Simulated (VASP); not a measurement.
Computed with PBE GGA with D3 dispersion (Becke-Johnson damping), VASP's PBE PAW potentials (set 64) (plane waves; VASP).

VASP input:

KPOINTS:
```
kpoints
0
gamma
12 12 12
```

**INCAR**
```
ALGO  =  Normal
EDIFF  =  1E-6
EDIFFG  =  -0.01
ENCUT  =  520
GGA  =  PE
IBRION  =  2
ISIF  =  3
ISMEAR  =  1
IVDW  =  12
LASPH  =  .TRUE.
LCHARG  =  .FALSE.
LMAXMIX  =  6
LREAL  =  .FALSE.
LWAVE  =  .FALSE.
NELM  =  100
NSW  =  60
PREC  =  Accurate
SIGMA  =  0.1
SYSTEM  =  GdN
```

File POSCAR:
```
GdN
1.0
  0.0000000000   2.4687670066   2.4687670066
  2.4687670066   0.0000000000   2.4687670066
  2.4687670066   2.4687670066   0.0000000000
Gd N
1 1
Direct
  0.0000000000   0.0000000000   0.0000000000
  0.5000000000   0.5000000000   0.5000000000
```

POTCAR, in this order: Gd_3 N (PBE.64 set). Program: vasp_std.

What will the output report for the number of irreducible k-points (NKPTS), largest plane-wave count, number of space-group operations, FFT grid (NGX, NGY, NGZ)?

* **number of irreducible k-points (NKPTS)**: 72
* **largest plane-wave count**: 869
* **number of space-group operations**: 48
* **FFT grid (NGX, NGY, NGZ)**: 28 × 28 × 28

The compound is GdN in the rock salt structure. It was relaxed first. The start is the result of an earlier pass. The 4f electrons are frozen in the core of the lanthanide potential, so 4f levels, which can set the real gap, and their magnetism are missing.
